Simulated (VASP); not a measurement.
# TiB: structure and properties in VASP

Wanted: the relaxed cell of TiB and its properties. The steps: relaxing cell and atoms (SCAN), single point with fields (SCAN), bands along the symmetry lines (SCAN), density of states (SCAN), electric field gradients (SCAN), volume scan with SCAN, fit for SCAN and band structure (SCAN), changed input. The start is a cell from a database of measured crystal structures.

Main program and level: VASP 6.6.1; SCAN; plane waves and PAW (Ti_sv, B).

**1. Starting point**

Before any relaxation, the start is as follows. The structure is orthorhombic, space group Pnma (No. 62). The conventional cell has a = 6.120 Å, b = 3.060 Å, c = 4.560 Å, α = 90.00°, β = 90.00°, γ = 90.00°. Ti has 7 B at 2.34 to 2.54 Å nearest. Nearest to B lie 2 B at 1.83 Å and 7 Ti at 2.34 to 2.54 Å. Farther neighbours are not listed.

**2. Relaxing cell and atoms (SCAN)**

Properties are meant for the cell that this level of theory prefers, so cell and atoms are relaxed first (ISIF = 3) until forces and stress are small; EDIFFG sets the threshold. SCAN adds the kinetic-energy density; it is numerically more delicate than r2SCAN.

INCAR

```
SYSTEM = TiB
PREC = Accurate
ENCUT = 420
EDIFF = 1E-06
NELM = 100
ISMEAR = 0
SIGMA = 0.05
LREAL = .FALSE.
ALGO = Normal
METAGGA = SCAN
LASPH = .TRUE.
NBANDS = 38
LORBIT = 11
LWAVE = .FALSE.
LCHARG = .FALSE.
KPAR = 4
IBRION = 2
NSW = 60
ISIF = 3
EDIFFG = -0.01
```

POSCAR

```
TiB
1.0
    6.1200000000      0.0000000000      0.0000000000
    0.0000000000      3.0600000000      0.0000000000
    0.0000000000      0.0000000000      4.5600000000
Ti B
4 4
Direct
    0.1770000000      0.2500000000      0.1230000000
    0.8230000000      0.7500000000      0.8770000000
    0.3230000000      0.7500000000      0.6230000000
    0.6770000000      0.2500000000      0.3770000000
    0.0290000000      0.2500000000      0.6030000000
    0.9710000000      0.7500000000      0.3970000000
    0.4710000000      0.7500000000      0.1030000000
    0.5290000000      0.2500000000      0.8970000000
```

KPOINTS

```
Automatic mesh
0
Gamma
4 7 5
0 0 0
```

The projector-augmented-wave data sets are Ti_sv and B (PBE family, release 64).

Command:

```bash
$ mpirun -np 4 vasp_std
```

Log:

```text
[banner, memory and clock lines left out]
running    4 mpi-ranks, on    1 nodes
 distrk:  each k-point on    1 cores,    4 groups
 distr:  one band on    1 cores,    1 groups

 POSCAR found type information on POSCAR TiB
 POSCAR found :  2 types and       8 ions
|                                                                             |
|               ----> ADVICE to this user running VASP <----                  |
|                                                                             |
|     You enforced a specific xc type in the INCAR file but a different       |
|     [... a line on the potential file left out ...]
|     I HOPE YOU KNOW WHAT YOU ARE DOING!                                     |
|                                                                             |

 LDA part: xc-table for (None), standard interpolation
 POSCAR, INCAR and KPOINTS ok, starting setup
 FFT: planning ... GRIDC
 FFT: planning ... GRID_SOFT
 FFT: planning ... GRID
 WAVECAR not read
 entering main loop
       N       E                     dE             d eps       ncg     rms          rms(c)
DAV:   1     0.687595489388E+03    0.68760E+03   -0.26820E+04  2752   0.172E+03
DAV:   2    -0.200090800037E+02   -0.70760E+03   -0.69059E+03  2736   0.550E+02
DAV:   3    -0.118296113055E+03   -0.98287E+02   -0.96156E+02  4144   0.180E+02
DAV:   4    -0.128628122010E+03   -0.10332E+02   -0.10280E+02  4104   0.535E+01
DAV:   5    -0.129132561880E+03   -0.50444E+00   -0.50405E+00  4148   0.110E+01    0.305E+01
DAV:   6    -0.100159824580E+03    0.28973E+02   -0.10214E+02  3540   0.760E+01    0.553E+00
DAV:   7    -0.100893414263E+03   -0.73359E+00   -0.50135E+00  3712   0.132E+01    0.400E+00
DAV:   8    -0.100952590860E+03   -0.59177E-01   -0.40163E-01  3796   0.449E+00    0.129E+00
DAV:   9    -0.100996250056E+03   -0.43659E-01   -0.85788E-02  4386   0.164E+00    0.393E-01
DAV:  10    -0.101005954116E+03   -0.97041E-02   -0.24339E-02  3818   0.811E-01    0.168E-01
DAV:  11    -0.101009923912E+03   -0.39698E-02   -0.31885E-03  4074   0.323E-01    0.996E-02
DAV:  12    -0.101010363700E+03   -0.43979E-03   -0.16305E-03  3848   0.229E-01    0.232E-02
DAV:  13    -0.101010639945E+03   -0.27625E-03   -0.49233E-05  3440   0.536E-02    0.102E-02
DAV:  14    -0.101010795846E+03   -0.15590E-03   -0.30649E-06  2650   0.119E-02    0.562E-03
DAV:  15    -0.101010793495E+03    0.23508E-05   -0.94014E-07  1952   0.761E-03    0.166E-03
DAV:  16    -0.101010808920E+03   -0.15426E-04   -0.70405E-07  1866   0.440E-03    0.992E-04
DAV:  17    -0.101010808571E+03    0.34981E-06   -0.15487E-07  1800   0.307E-03
   1 F= -.10101081E+03 E0= -.10100825E+03  d E =-.101011E+03
 curvature:   0.00 expect dE= 0.000E+00 dE for cont linesearch  0.000E+00
 trial: gam= 0.00000 g(F)=  0.188E-01 g(S)=  0.259E-01 ort = 0.000E+00 (trialstep = 0.100E+01)
 search vector abs. value=  0.447E-01
 bond charge predicted
       N       E                     dE             d eps       ncg     rms          rms(c)
DAV:   1    -0.101225681839E+03   -0.21487E+00   -0.78471E+00  3412   0.325E+01    0.407E+00
DAV:   2    -0.101049639268E+03    0.17604E+00   -0.17094E+00  3482   0.109E+01    0.148E+00
DAV:   3    -0.101021032483E+03    0.28607E-01   -0.17416E-01  3798   0.260E+00    0.476E-01
DAV:   4    -0.101020988803E+03    0.43680E-04   -0.37724E-02  4078   0.893E-01    0.125E-01
DAV:   5    -0.101025437000E+03   -0.44482E-02   -0.13018E-02  3770   0.598E-01    0.236E-01
DAV:   6    -0.101026408141E+03   -0.97114E-03   -0.19445E-03  3684   0.236E-01    0.162E-01
DAV:   7    -0.101031645607E+03   -0.52375E-02   -0.46235E-03  3570   0.434E-01    0.860E-02
DAV:   8    -0.101031255614E+03    0.38999E-03   -0.50041E-04  3652   0.192E-01    0.266E-02
DAV:   9    -0.101031842037E+03   -0.58642E-03   -0.46532E-05  3696   0.436E-02    0.276E-02
DAV:  10    -0.101031790410E+03    0.51627E-04   -0.10223E-05  3154   0.249E-02    0.864E-03
DAV:  11    -0.101031757999E+03    0.32411E-04   -0.60285E-07  1740   0.723E-03    0.380E-03
DAV:  12    -0.101031739110E+03    0.18889E-04   -0.32014E-07  1710   0.456E-03    0.913E-04
DAV:  13    -0.101031743252E+03   -0.41415E-05   -0.17619E-07  1674   0.271E-03    0.607E-04
DAV:  14    -0.101031735732E+03    0.75199E-05   -0.12079E-07  1650   0.280E-03    0.443E-04
DAV:  15    -0.101031738287E+03   -0.25551E-05   -0.55149E-08  1656   0.150E-03    0.258E-04
DAV:  16    -0.101031741293E+03   -0.30059E-05   -0.25472E-08  1650   0.991E-04    0.157E-04
DAV:  17    -0.101031742999E+03   -0.17066E-05   -0.12408E-08  1656   0.716E-04    0.797E-05
DAV:  18    -0.101031744508E+03   -0.15091E-05   -0.64121E-09  1656   0.502E-04    0.594E-05
DAV:  19    -0.101031744972E+03   -0.46339E-06   -0.28144E-09  1656   0.339E-04
   2 F= -.10103174E+03 E0= -.10102906E+03  d E =-.209364E-01
[...]
3 F= -.10103320E+03 E0= -.10103053E+03  d E =-.223878E-01
[...]
4 F= -.10103244E+03 E0= -.10102979E+03  d E =-.216337E-01
[...]
5 F= -.10103448E+03 E0= -.10103182E+03  d E =-.203862E-02
[...]
6 F= -.10103422E+03 E0= -.10103156E+03  d E =-.177658E-02
 curvature:  -0.62 expect dE=-0.203E-03 dE for cont linesearch -0.652E-07
 trial: gam= 0.03451 g(F)=  0.272E-03 g(S)=  0.529E-04 ort = 0.339E-04 (trialstep = 0.953E+00)
 search vector abs. value=  0.340E-03
 bond charge predicted
       N       E                     dE             d eps       ncg     rms          rms(c)
DAV:   1    -0.101033672390E+03    0.54656E-03   -0.40595E-02  3434   0.328E+00    0.696E-02
DAV:   2    -0.101034464462E+03   -0.79207E-03   -0.80296E-03  2754   0.639E-01    0.453E-02
DAV:   3    -0.101034459332E+03    0.51303E-05   -0.34321E-04  3788   0.154E-01    0.271E-02
DAV:   4    -0.101034457475E+03    0.18567E-05   -0.29015E-05  4026   0.663E-02    0.527E-03
DAV:   5    -0.101034474778E+03   -0.17303E-04   -0.10118E-05  3332   0.229E-02    0.345E-03
DAV:   6    -0.101034488600E+03   -0.13822E-04   -0.47432E-07  1758   0.848E-03    0.179E-03
DAV:   7    -0.101034507252E+03   -0.18653E-04   -0.36357E-07  1686   0.494E-03    0.683E-04
DAV:   8    -0.101034513011E+03   -0.57585E-05   -0.14224E-07  1632   0.389E-03    0.383E-04
DAV:   9    -0.101034518178E+03   -0.51667E-05   -0.60842E-08  1554   0.198E-03    0.132E-04
DAV:  10    -0.101034520518E+03   -0.23402E-05   -0.29180E-08  1530   0.141E-03    0.134E-04
DAV:  11    -0.101034524257E+03   -0.37391E-05   -0.18059E-08  1500   0.943E-04    0.452E-05
DAV:  12    -0.101034523181E+03    0.10762E-05   -0.82174E-09  1476   0.756E-04    0.822E-05
DAV:  13    -0.101034523353E+03   -0.17270E-06   -0.36670E-09  1458   0.389E-04
   7 F= -.10103452E+03 E0= -.10103190E+03  d E =-.304475E-03
 trial-energy change:   -0.000304  1 .order   -0.000189   -0.000311   -0.000067
 step:   1.0185(harm=  1.2159)  dis= 0.00151  next Energy=  -101.034526 (dE=-0.307E-03)
 reached required accuracy - stopping structural energy minimisation
```

The job ended after 5.6 min (4 MPI ranks of Intel Xeon 6975P-C (Granite Rapids), shared host; peak memory 0.84 GiB; 22 min of CPU time).

Lines that name or quote the potential files are left out of all logs, and their timing lines are given in words.

OUTCAR, selected parts (step 2):

```text
ion  position               nearest neighbor table
   1  0.177  0.250  0.123-   6 2.34   6 2.34   7 2.36   7 2.36   5 2.37   8 2.39   5 2.54   2 2.88
                             2 2.88   3 2.89   3 2.89   3 2.89   3 2.89
   2  0.823  0.750  0.877-   5 2.34   5 2.34   8 2.36   8 2.36   6 2.37   7 2.39   6 2.54   1 2.88
                             1 2.88   4 2.89   4 2.89   4 2.89   4 2.89
   3  0.323  0.750  0.623-   8 2.34   8 2.34   5 2.36   5 2.36   7 2.37   6 2.39   7 2.54   4 2.88
                             4 2.88   1 2.89   1 2.89   1 2.89   1 2.89
   4  0.677  0.250  0.377-   7 2.34   7 2.34   6 2.36   6 2.36   8 2.37   5 2.39   8 2.54   3 2.88
                             3 2.88   2 2.89   2 2.89   2 2.89   2 2.89
   5  0.029  0.250  0.603-   6 1.83   6 1.83   2 2.34   2 2.34   3 2.36   3 2.36   1 2.37   4 2.39
                             1 2.54
   6  0.971  0.750  0.397-   5 1.83   5 1.83   1 2.34   1 2.34   4 2.36   4 2.36   2 2.37   3 2.39
                             2 2.54
   7  0.471  0.750  0.103-   8 1.83   8 1.83   4 2.34   4 2.34   1 2.36   1 2.36   3 2.37   2 2.39
                             3 2.54
   8  0.529  0.250  0.897-   7 1.83   7 1.83   3 2.34   3 2.34   2 2.36   2 2.36   4 2.37   1 2.39
                             4 2.54

  LATTYP: Found a simple orthorhombic cell.
 ALAT       =     3.0600000000
 B/A-ratio  =     1.4901960784
 C/A-ratio  =     2.0000000000

 Subroutine GETGRP returns: Found  8 space group operations
 (whereof  2 operations were pure point group operations)

The static configuration has the point symmetry S_2 .
 The point group associated with its full space group is D_2h.

 Found     36 irreducible k-points:

   k-points           NKPTS =     36   k-points in BZ     NKDIM =     36   number of bands    NBANDS=     38

   dimension x,y,z NGX =    42 NGY =   20 NGZ =   30
   dimension x,y,z NGXF=    84 NGYF=   40 NGZF=   60

   ENCUT  =  420.0 eV  30.87 Ry    5.56 a.u.  10.23  5.11  7.62*2*pi/ulx,y,z

   NELECT =      60.0000    total number of electrons

 k-points in reciprocal lattice and weights: Automatic mesh
   0.00000000  0.00000000  0.00000000       0.007
   0.25000000  0.00000000  0.00000000       0.014
   0.50000000  0.00000000  0.00000000       0.007
   0.00000000  0.14285714  0.00000000       0.014
   0.25000000  0.14285714  0.00000000       0.029
   0.50000000  0.14285714  0.00000000       0.014
   0.00000000  0.28571429  0.00000000       0.014
   0.25000000  0.28571429  0.00000000       0.029
   0.50000000  0.28571429  0.00000000       0.014
[...]
0.25000000  0.42857143  0.40000000       0.057
   0.50000000  0.42857143  0.40000000       0.029

 average (electrostatic) potential at core
       1 -76.0728       2 -76.0728       3 -76.0728       4 -76.0728       5 -23.8434
       6 -23.8434       7 -23.8434       8 -23.8434

 E-fermi :   8.8598

 k-point     1 :       0.0000    0.0000    0.0000
  band No.  band energies     occupation
    ...
     24       6.2058      2.00000
     25       6.6529      2.00000
     26       7.4441      2.00000
     27       7.6671      2.00000
     28       8.0497      2.00000
     29       9.4968      0.00000
     30       9.7329      0.00000
     31       9.8723      0.00000
     32      10.1260      0.00000
     33      10.4057      0.00000
    ...

 k-point     2 :       0.2500    0.0000    0.0000
  band No.  band energies     occupation
    ...
     24       6.6833      2.00000
     25       6.9362      2.00000
     26       7.3658      2.00000
     27       7.4838      2.00000
     28       7.9082      2.00000
     29       9.3842      0.00000
     30       9.5916      0.00000
     31       9.7409      0.00000
     32       9.9109      0.00000
     33      10.6491      0.00000
    ...

 k-point     3 :       0.5000    0.0000    0.0000
  band No.  band energies     occupation
    ...
     24       6.8151      2.00000
     25       7.2707      2.00000
     26       7.2707      2.00000
     27       7.5423      2.00000
     28       7.5423      2.00000
     29       9.3516      0.00000
     30       9.3516      0.00000
     31       9.7600      0.00000
     32       9.7600      0.00000
     33      10.6689      0.00000
    ...

  Total       -0.0297255     -0.0270796      0.0427202      0.0000000      0.0000000      0.0000000
  in kB       -0.5628678     -0.5127676      0.8089292      0.0000000      0.0000000      0.0000000
  external PRESSURE =      -0.0889021 kB  Pullay stress =       0.0000000 kB

  energy-cutoff  :      420.00
  volume of cell :       84.61
      direct lattice vectors                 reciprocal lattice vectors
     6.112086571  0.000000000  0.000000000     0.163610248  0.000000000  0.000000000
     0.000000000  3.041492647 -0.000000000     0.000000000  0.328785934 -0.000000000
     0.000000000  0.000000000  4.551522851     0.000000000  0.000000000  0.219706686

 POSITION                                       TOTAL-FORCE (eV/Angst)
 -----------------------------------------------------------------------------------
      1.08409      0.76037      0.55093        -0.007619      0.000000      0.004304
      5.02799      2.28112      4.00060         0.007619     -0.000000     -0.004304
      1.97195      2.28112      2.82669         0.007619      0.000000      0.004304
      4.14014      0.76037      1.72484        -0.007619     -0.000000     -0.004304
      0.18416      0.76037      2.72639         0.007949      0.000000      0.000233
      5.92793      2.28112      1.82513        -0.007949     -0.000000     -0.000233
      2.87188      2.28112      0.45063        -0.007949      0.000000      0.000233
      3.24020      0.76037      4.10089         0.007949     -0.000000     -0.000233
 -----------------------------------------------------------------------------------
    total drift:                               -0.000000     -0.000000     -0.000000

  FREE ENERGIE OF THE ION-ELECTRON SYSTEM (eV)
  ---------------------------------------------------
  free  energy   TOTEN  =      -101.0345233534 eV

  energy  without entropy=     -101.0292731776  energy(sigma->0) =     -101.03189827

 reached required accuracy - stopping structural energy minimisation

 total charge
# of ion       s       p       d       tot
------------------------------------------
    1        2.201   6.223   1.890  10.314
    2        2.201   6.223   1.890  10.314
    3        2.201   6.223   1.890  10.314
    4        2.201   6.223   1.890  10.314
    5        0.703   1.225   0.000   1.927
    6        0.703   1.225   0.000   1.927
    7        0.703   1.225   0.000   1.927
    8        0.703   1.225   0.000   1.927
--------------------------------------------------
tot         11.616  29.790   7.559  48.965

[... 3 further parts left out ...]
```

CONTCAR:

```
TiB
   1.00000000000000
     6.1120865712087475    0.0000000000000000    0.0000000000000000
     0.0000000000000000    3.0414926474056818   -0.0000000000000000
     0.0000000000000000    0.0000000000000000    4.5515228512026873
  Ti              B
     4     4
Direct
     0.1773689675651421    0.2500000000000000    0.1210419718357038
     0.8226310324348578    0.7500000000000000    0.8789580281642964
     0.3226310324348580    0.7500000000000000    0.6210419718357036
     0.6773689675651422    0.2500000000000000    0.3789580281642962
     0.0301305990302292    0.2500000000000000    0.5990069497783661
     0.9698694009697708    0.7500000000000000    0.4009930502216338
     0.4698694009697708    0.7500000000000000    0.0990069497783662
     0.5301305990302292    0.2500000000000000    0.9009930502216339
```

The k-mesh is coarse for a metal. The PAW data sets were made with PBE, which is usual practice but a small mismatch for other functionals. The run keeps the 8 symmetry operations of its start, so it cannot find a distortion of lower symmetry.

Step by step:

```
step  energy less that of the first step (eV)  largest force (eV/Å)  pressure (GPa)  volume (Å³)
   1                                   0.0000                0.2846           -2.13        85.40
   2                                  -0.0209                0.0905            2.54        83.65
   3                                  -0.0224                0.1038            1.56        84.00
   4                                  -0.0216                0.1358            0.88        84.25
   5                                  -0.0237                0.0298            0.06        84.59
   6                                  -0.0234                0.0320           -0.04        84.63
   7                                  -0.0237                0.0088           -0.01        84.61
```

```
conventional cell, symmetrised  before  after  change
                         a (Å)   6.120  6.112  -0.1 %
                         b (Å)   3.060  3.041  -0.6 %
                         c (Å)   4.560  4.552  -0.2 %
              volume (Å³/atom)   10.67  10.58  -0.9 %
```

The atoms that moved most (Å, as changes of fractional coordinates times the final cell):

```
atom      dx     dy      dz  length
  B7  -0.007  0.000  -0.018   0.019
  B6  -0.007  0.000   0.018   0.019
  B5   0.007  0.000  -0.018   0.019
  B8   0.007  0.000   0.018   0.019
 Ti1   0.002  0.000  -0.009   0.009
 Ti4   0.002  0.000   0.009   0.009
 Ti3  -0.002  0.000  -0.009   0.009
 Ti2  -0.002  0.000   0.009   0.009
```

The relaxed structure:

```xyz
8
Lattice="6.1121 0.0000 0.0000 0.0000 3.0415 0.0000 0.0000 0.0000 4.5515" Properties=species:S:1:pos:R:3 pbc="T T T"
Ti    1.0841    0.7604    0.5509
Ti    5.0280    2.2811    4.0006
Ti    1.9719    2.2811    2.8267
Ti    4.1401    0.7604    1.7248
B     0.1842    0.7604    2.7264
B     5.9279    2.2811    1.8251
B     2.8719    2.2811    0.4506
B     3.2402    0.7604    4.1009
```

This step gave:

```yaml
electrons: 60
bands: 38
irreducible_k_points: 36
symmetry_operations: 8
free_energy_toten: -101.0345 eV
energy_at_zero_smearing: -101.0319 eV
fermi_energy: 8.860 eV
pressure: -0.008890 GPa
metallic: yes
scf_cycles_over_all_ionic_steps: 101
```

It ends with a largest force of 0.009 eV/Å and a pressure of -0.01 GPa. The volume lies -0.9 % from that of the database's start, which holds the thermal and zero-point expansion of its experiment.

(Part 1 of 5 ends here.)

[Lines on the potential files, build, host, timing and source positions are cut from VASP's logs without a mark.]

[Logs are printed without paths, hosts, clocks, repeated set-up lines and the standing remarks that a program may print on its own settings, such as how far it seeks lower states.]

[Hosts, paths, dates, database ids (printed as entryN), source tags and the programs' standing remarks are cut or masked in the printed files.]

[A measured line is paired with the nearest computed mode of its activity, which favours agreement.]
